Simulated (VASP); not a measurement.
Data:

```
SrCl2
1.0
    0.00000     3.41474     3.41474
    3.41474     0.00000     3.41474
    3.41474     3.41474     0.00000
Sr Cl
1 2
Cartesian
  0.00000   0.00000   0.00000
  1.70737   1.70737   1.70737
  5.12211   5.12211   5.12211
```

Computed with optB88-vdW, VASP's PBE PAW potentials (set 64) (plane waves; VASP 6.6.1). Settings: 520 eV cut-off, 6×6×6 Γ-centred mesh, Gaussian smearing of 0.050 eV, potentials Sr_sv Cl.

Task: Estimate the energy per atom (σ→0), pressure, band gap (on the k-mesh) with the smallest direct gap where there is one.

Result: 
| Quantity | Result |
|---|---|
| band gap (on the k-mesh) | 5.35 eV |
| smallest direct gap (on the k-mesh) | 5.35 eV |
| energy per atom (σ→0) | -2.470 eV/atom |
| pressure | 2.71 GPa |

The absolute energy has meaning only against runs of the same code, potentials and settings.

The compound is SrCl2 in the fluorite structure. This cell is one point of a volume scan, at 0.94 of the reference volume.
